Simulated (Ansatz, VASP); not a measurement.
## Two plane-wave programs on SiF

```
CELL_PARAMETERS angstrom
3.06845 0.00000 0.00000
0.00000 3.06845 0.00000
0.00000 0.00000 3.06845
ATOMIC_POSITIONS crystal
Si 0.50000 0.50000 0.50000
F 0.00000 0.00000 0.00000
```

Change from the starting cell: volume scaled by 1.04.

Alike in both runs: task single point; functional PBE; k mesh 9 × 9 × 9; occupations fermi-dirac, width 0.05 eV; no spin polarisation.

|  | VASP | Ansatz |
| --- | --- | --- |
| version | VASP 6.6.1 | Ansatz 0.2.0 |
| potentials or method | VASP PAW PBE potentials, release 64 (Si, F) | Ansatz PAW |
| plane-wave cutoff (eV) | 520 | 420 |
| valence electrons in the cell | 11 | 11 |

Ansatz gave:

| Quantity | Value |
| --- | --- |
| gap on the k mesh at the Fermi level (eV) | none |
| pressure (GPa) | -2.5 |

Question: Estimate VASP's values.

Answer: gap on the k mesh at the Fermi level (eV): none; pressure (GPa): -2.7.

A gap of «none» marks a metal or a gap that the smearing closes.

Caveats: an odd number of electrons without spin polarisation forces a metal; a magnetic or distorted state may lie lower; the pressure holds a Pulay correction of +0.4 GPa for the finite cutoff (Ansatz).
